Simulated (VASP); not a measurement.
Data:

```xyz
2
Lattice="0.0000 2.6659 2.6659 2.6659 0.0000 2.6659 2.6659 2.6659 0.0000" Properties=species:S:1:pos:R:3 pbc="T T T"
K      0.0000     0.0000     0.0000
F      2.6659     2.6659     2.6659
```

Calculation: PBE GGA with D4 dispersion, VASP's PBE PAW potentials (set 64) (plane waves; VASP). Run with 520 eV cut-off, 9×9×9 Γ-centred mesh, Gaussian smearing of 0.050 eV, potentials K_sv F.

Q: Give the stress tensor in GPa (positive for a compressed cell).

A: 
```
1.04  0.00  0.00
0.00  1.04  0.00
0.00  0.00  1.04
```
The pressure is its mean diagonal, 1.04 GPa.

The compound is KF in the rock salt structure. This cell is one point of a volume scan, at 0.97 of the reference volume.
